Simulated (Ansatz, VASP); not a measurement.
# Mg6CoSb in VASP and in Ansatz

```
Sb Co Mg
1.0
     4.81518    0.00000    0.00000
     0.00000    3.07153    5.25527
     0.00000   -3.07153    5.25527
Sb Co Mg
1 1 6
Direct
  0.50000 0.67279 0.67279
  0.00000 0.84218 0.84218
  0.50000 0.16925 0.16925
  0.50000 0.67500 0.14749
  0.50000 0.14749 0.67500
  0.00000 0.33401 0.33401
  0.00000 0.83797 0.32132
  0.00000 0.32132 0.83797
```

Change from the starting cell: volume scaled by 0.96.

Alike in both runs: task single point; functional PBE; k mesh 6 × 5 × 5; occupations fermi-dirac, width 0.05 eV; collinear spin, ferromagnetic start.

|  | VASP | Ansatz |
| --- | --- | --- |
| version | VASP 6.6.1 | Ansatz 0.2.0 |
| potentials or method | VASP PAW PBE potentials, release 64 (Sb, Co, Mg) | Ansatz PAW |
| plane-wave cutoff (eV) | 520 | 420 |
| valence electrons in the cell | 26 | 92 |

Ansatz gave:

* gap on the k mesh at the Fermi level (eV): none
* pressure (GPa): 2.3
* largest component of the traceless stress (GPa): 0.18
* rms of the force components (eV/Å): 0.014
* net moment per atom (μB): 0.10
* size of the moment on the site where the two differ most (μB): 0.96

**Question.** What did VASP give for the same quantities?

**Answer.** gap on the k mesh at the Fermi level (eV): none; pressure (GPa): 2.2; largest component of the traceless stress (GPa): 0.19; rms of the force components (eV/Å): 0.015; net moment per atom (μB): 0.09; size of the moment on the site where the two differ most (μB): 0.91.

Site moments also hang on the region over which each program counts them. Atom by atom the forces differ by 0.003 eV/Å (rms over components). A gap of «none» marks a metal or a gap that the smearing closes. With one functional, cell and mesh, what is left measures potentials, basis and numerics. The two sets of potentials don't hold the same shells in valence.

Caveats: a cell with one magnetic atom can't hold antiferromagnetic order, which such compounds often take. Spin-orbit coupling is left out, which matters for the levels of Sb.
